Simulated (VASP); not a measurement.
Here is the system:

Si has the cubic space group Fd-3m, origin choice 1 (No. 227), the diamond structure, Pearson symbol cF8. Conventional cell: a = b = c = 5.428 Å, α = β = γ = 90.00°. Si on 8b has 4 Si at 2.350 Å (tetrahedral). (Neighbours: up to the widest gap in distance over summed covalent radii, below 1.35, at either atom.)
(The calculation used a cell of 2 atoms; values per cell refer to that cell.)

These are SCAN meta-GGA, VASP's PBE PAW potentials (set 64) (plane waves; VASP) values and carry that method's errors. Settings: 520 eV cut-off, 8×8×8 Γ-centred mesh, Gaussian smearing of 0.050 eV, potentials Si.

Task: Give the energy at these volumes per atom, relative to the lowest: 18.79, 19.39, 19.99, 20.59, 21.19 Å³.

Result: 24.9, 6.0, 0.0, 5.3, 20.1 meV/atom. A third-order Birch-Murnaghan fit gives B0 = 99.3 GPa and B0′ = 3.9.

Measured: bulk modulus 101 GPa at 0 K (computed value off by -1.5 %), as given by Jianwei Sun et al., Physical Review B (2011), doi:10.1103/physrevb.84.035117 [0 K value with zero-point phonon effects removed]; a 5.421 Å at 0 K (computed value off by +0.1 %), as given by Daniel Mejia-Rodriguez et al., Physical Review B (2018), arXiv:1807.09216 [static lattice: zero-point anharmonic expansion removed].

The compound is Si in the diamond structure. It was relaxed first.
